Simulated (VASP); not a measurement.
Method: PBE GGA, VASP's PBE PAW potentials (set 64) (plane waves; VASP).

A VASP calculation is set up with these files.

### KPOINTS
```
Automatic mesh
0
Monkhorst-Pack
15 15 9
0 0 0
```

### INCAR
```
! general
SYSTEM =Tc
PREC   =Accurate
ENCUT  =400
LREAL  =F
LASPH  =T

! electronic loop
EDIFF  =1E-6
NELM   =100
ALGO   =Normal
LMAXMIX=4

! smearing
ISMEAR =1
SIGMA  =0.1

! functional
GGA    =PE

! ions
ISIF   =2

! output
LWAVE  =F
LCHARG =F
```

POSCAR:
```
Tc
1
    1.3790380000    -2.3367110000     0.0000000000
    1.3790380000     2.3367110000     0.0000000000
    0.0000000000     0.0000000000     4.3470930000
Tc
2
Direct
  0.3333330000   0.6666670000   0.2500000000
  0.6767050000   0.3433710000   0.7500000000
```

POTCAR, in this order: Tc_pv (PBE.64 set). Program: vasp_std.

Gaps are read on the run's mesh, which can miss a band edge.

Problem. Predict the energy per atom (σ→0), pressure, largest force, band gap (on the k-mesh).

Solution. 
```
Quantity                                                     Value
------------------------  ----------------------------------------
energy per atom (σ→0)                              -10.334 eV/atom
band gap (on the k-mesh)  none (metal, semimetal or under 0.01 eV)
pressure                                                  7.89 GPa
largest force                                           0.118 eV/Å
```

File OSZICAR:
```
...
DAV:   5    -0.220870990384E+02   -0.56368E-03   -0.56359E-03 21108   0.630E-01    0.245E+01
DAV:   6    -0.208320941145E+02    0.12550E+01   -0.29613E+00 20066   0.172E+01    0.790E+00
DAV:   7    -0.206769589064E+02    0.15514E+00   -0.58754E-01 21566   0.696E+00    0.949E-01
DAV:   8    -0.206671773988E+02    0.97815E-02   -0.11595E-02 19849   0.118E+00    0.206E-01
DAV:   9    -0.206672613051E+02   -0.83906E-04   -0.30824E-04 22402   0.149E-01    0.208E-02
DAV:  10    -0.206672576559E+02    0.36492E-05   -0.12380E-05 20142   0.315E-02    0.863E-03
DAV:  11    -0.206672569801E+02    0.67584E-06   -0.51199E-07 10175   0.814E-03
   1 F= -.20667257E+02 E0= -.20667180E+02  d E =-.231800E-03
```

The compound is Tc in the hcp structure. The cell was not relaxed at this level, atoms are displaced from their ideal sites. The run is one of a series of settings (KPOINTS 15×15×9 Monkhorst-Pack mesh against the base run), some of them coarse on purpose.
